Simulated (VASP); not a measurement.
VASP runs on InSb (zinc blende) share one base input (PBE GGA, plane waves, VASP's PBE PAW potentials (set 64)) and change the settings named in each case.

### INCAR
```
SYSTEM = InSb
PREC = Accurate
ENCUT = 400
EDIFF = 1E-6
NELM = 100
ALGO = Normal
LREAL = .FALSE.
LASPH = .TRUE.
ISMEAR = 0
SIGMA = 0.05
GGA = PE
LMAXMIX = 4
LWAVE = .FALSE.
LCHARG = .FALSE.
ISIF = 2
```

### KPOINTS
```
Regular mesh
0
G
 6 6 6
0 0 0
```

POSCAR:
```
InSb
1
    0.0000000000     3.2400000000     3.2400000000
    3.2400000000     0.0000000000     3.2400000000
    3.2400000000     3.2400000000     0.0000000000
In Sb
1 1
Direct
  0.0000000000   0.0000000000   0.0000000000
  0.2500000000   0.2500000000   0.2500000000
```

POTCAR, in this order: In_d Sb (PBE.64 set). Program: vasp_std.

```csv
change,E(σ→0) (eV/atom),−TS (eV),irreducible k-points
base run,-3.4425,-0.0004,16
"KGAMMA = .TRUE., KSPACING = 0.16, KPOINTS file removed",-3.4537,-0.0001,56
"KGAMMA = .TRUE., KSPACING = 0.3, KPOINTS file removed",-3.4425,-0.0004,16
"KGAMMA = .TRUE., KSPACING = 0.2, KPOINTS file removed",-3.4528,-0.0001,35
"KGAMMA = .FALSE., KSPACING = 0.35, KPOINTS file removed",-3.4260,-0.0006,10
"KGAMMA = .TRUE., KSPACING = 0.25, KPOINTS file removed",-3.4488,-0.0002,20
```
 Unless said otherwise, spin-orbit coupling is left out, though it shifts the bands of the heavy elements here.

Left out are runs that ran out of time, are held back, or changed the cell or the kind of run, fixed moments of cells without a moment, rows past the twelfth, gaps on odd meshes, pressures of charged cells and columns that move by less than the noise.

The compound is InSb in the zinc blende structure. The cell was not relaxed at this level.
